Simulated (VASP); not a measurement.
# Ge: single point with PBE

**What was measured.**

“Electronic and optical properties of SixGe1-x-ySny alloys lattice-matched to Ge”, 2021, arxiv:2109.02782 reports, for a bulk crystal of Ge at 300 K: band gap 0.807 eV (direct).

Ge:

```
CELL_PARAMETERS angstrom
0.00000 2.82891 2.82891
2.82891 0.00000 2.82891
2.82891 2.82891 0.00000
ATOMIC_POSITIONS crystal
Ge 0.00000 0.00000 0.00000
Ge 0.25000 0.25000 0.25000
```

```yaml
Program: VASP 6.6.1
Task: single point
Functional: PBE
Potentials_or_basis: VASP PAW PBE potentials, release 64 (Ge_d)
Cutoff: 520 eV
k_mesh: 14 × 14 × 14
Occupations: gaussian, width 0.02 eV
Spin: no spin polarisation
Further_INCAR_settings: ALGO = Normal; EDIFF = 1e-07; NBANDS = 21
```

```json
{"Pressure": "3.5 GPa", "Band gap on the k mesh": "0.03 eV, direct"}
```

Levels at points of the mesh, in eV from the valence-band top:
| k point | band 10 | band 11 | band 12 | band 13 | band 14 | band 15 | band 16 | band 17 | band 18 | band 19 |
| --- | --- | --- | --- | --- | --- | --- | --- | --- | --- | --- |
| (0.00, 0.00, 0.00) | -24.55 | -12.77 | 0.00 | 0.00 | 0.00 | 0.03 | 2.55 | 2.55 | 2.55 | 6.43 |
| (0.50, 0.00, 0.00) | -24.53 | -10.68 | -7.60 | -1.40 | -1.40 | 0.18 | 3.75 | 3.75 | 7.13 | 10.57 |
| (0.50, 0.50, 0.00) | -24.51 | -8.89 | -8.89 | -3.07 | -3.07 | 0.75 | 0.75 | 9.52 | 9.52 | 11.61 |

Run time: 87 s on 1 thread of AMD EPYC 7R13 Processor (Zen 3) (shared host), peak memory 0.18 GiB.

A measured gap of Ge is 0.807 eV (direct; 300 K; “Electronic and optical properties of SixGe1-x-ySny alloys lattice-matched to Ge”, 2021, arxiv:2109.02782); the calculated 0.03 eV misses it by -0.77 eV. 3 values of this kind are on record (0.666 to 0.807 eV); this one was drawn at random among those near their median. Spin-orbit coupling on Ge is left out. The value is that of PBE on a finite k mesh, which can miss the band edges, without temperature or zero-point motion. Semilocal functionals fall short of measured gaps as a rule.
